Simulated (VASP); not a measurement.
VASP ran on this input.

File KPOINTS:
```
Automatic mesh
0
Gamma
  8 8 8
0 0 0
```

**POSCAR**
```
BeS
1
   -0.0000000000     2.4537551770     2.4537551770
    2.4537551770     0.0000000000     2.4537551770
    2.4537551770     2.4537551770     0.0000000000
Be S
1 1
Direct
  0.0000000000   0.0000000000   0.0000000000
  0.2500000000   0.2500000000   0.2500000000
```

### INCAR
```
# general
SYSTEM  =  BeS
PREC    =  Accurate
ENCUT   =  520
LREAL   =  .False.
LASPH   =  .True.

# electronic loop
EDIFF   =  1E-6
NELM    =  100
ALGO    =  Normal

# smearing
ISMEAR  =  0
SIGMA   =  0.05

# functional
GGA     =  RE

# ions
IBRION  =  2
NSW     =  60
ISIF    =  3
EDIFFG  =  -0.01

# output
LWAVE   =  .False.
LCHARG  =  .False.
```

POTCAR, in this order: Be S (PBE.64 set). Program: vasp_std.

Problem. Write an equivalent input for Quantum ESPRESSO's pw.x.

Solution. One equivalent input (not run):
```
&CONTROL
  calculation = 'vc-relax'
  pseudo_dir = './pseudo'
  outdir = './out'
  tprnfor = .true.
  tstress = .true.
  nstep = 60
  forc_conv_thr = 0.00039
/
&SYSTEM
  ibrav = 0
  nat = 2
  ntyp = 2
  ecutwfc = 88
  occupations = 'smearing'
  smearing = 'gaussian'
  degauss = 0.003675
  input_dft = 'revpbe'
/
&ELECTRONS
  conv_thr = 7.3e-08
  electron_maxstep = 100
/
&IONS
/
&CELL
/
ATOMIC_SPECIES
  Be 9.012 Be.upf
  S 32.060 S.upf
CELL_PARAMETERS angstrom
    -0.0000000    2.4537552    2.4537552
     2.4537552    0.0000000    2.4537552
     2.4537552    2.4537552    0.0000000
ATOMIC_POSITIONS crystal
  Be   0.0000000  0.0000000  0.0000000
  S    0.2500000  0.2500000  0.2500000
K_POINTS automatic
  8 8 8 0 0 0
```
What does not carry over: the potentials are each code's own (VASP's PAW set, PseudoDojo norm-conserving files in pw.x), so ENCUT and ecutwfc are chosen apart and not converted; conv_thr bounds pw.x's estimated SCF error, while EDIFF bounds the energy change between steps; forc_conv_thr acts on force components and is met together with etot_conv_thr.

The compound is BeS in the zinc blende structure. It was relaxed first. The start is the result of an earlier pass.
